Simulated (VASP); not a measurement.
VASP ran on this input.

KPOINTS:
```
Automatic mesh
0
Gamma
 14 14 6
```

### POSCAR
```
Cd
1.0
  1.4965650878  -2.5921270691   0.0000000000
  1.4965650878   2.5921270691   0.0000000000
  0.0000000000   0.0000000000   5.8510063633
Cd
2
direct
  0.3333330000   0.6666670000   0.2500000000
  0.6666670000   0.3333330000   0.7500000000
```

**INCAR**
```
IBRION = 2
ISMEAR = 1   # Methfessel-Paxton
LREAL = .FALSE.   # projection in real space or not
GGA = PE
ALGO = Normal   # blocked Davidson
SYSTEM = Cd
NSW = 40
SIGMA = 0.1
LMAXMIX = 4
ISIF = 3
PREC = Accurate
LWAVE = .FALSE.
PSTRESS = 150   # kbar
NELM = 100   # most electronic steps
LCHARG = .FALSE.
EDIFF = 1E-7
ENCUT = 480
LASPH = .TRUE.   # aspherical one-centre terms
EDIFFG = -0.01   # ionic stop
```

POTCAR, in this order: Cd (PBE.64 set). Program: vasp_std.

Q: Translate this PBE calculation to Ansatz.

A: One equivalent input (not run):
Ansatz 0.2 input:
```yaml
crystal:
  lattice:
    - [1.4965651, -2.5921271, 0.0000000]
    - [1.4965651, 2.5921271, 0.0000000]
    - [0.0000000, 0.0000000, 5.8510064]
  atoms:
    - { symbol: Cd, position: [0.3333330, 0.6666670, 0.2500000] }
    - { symbol: Cd, position: [0.6666670, 0.3333330, 0.7500000] }
kpoints:
  mp_grid: { grid: [14, 14, 6] }
hamiltonian:
  xc: pbe
  pseudopotentials: { kind: paw }
scf:
  occupations: { method: methfessel_paxton, width: 0.1 }
  max_iter: 100
relax:
  max_steps: 40
  f_tol: 0.01
  cell: { p_target: 15 }
output: { forces: true, stress: true, eigenvalues: true }
```
Limits of the translation: each code has its own PAW files, so the cut-off isn't converted (ENCUT is set for VASP's; basis.ecutwfc is left out, and Ansatz then takes the one that its files recommend); Ansatz stops its SCF on the density residual and VASP on the energy change (EDIFF).

The compound is Cd in the hcp structure. This run relaxes it under an external pressure of 15 GPa. Symmetry was kept, so distortions that lower it aren't found.
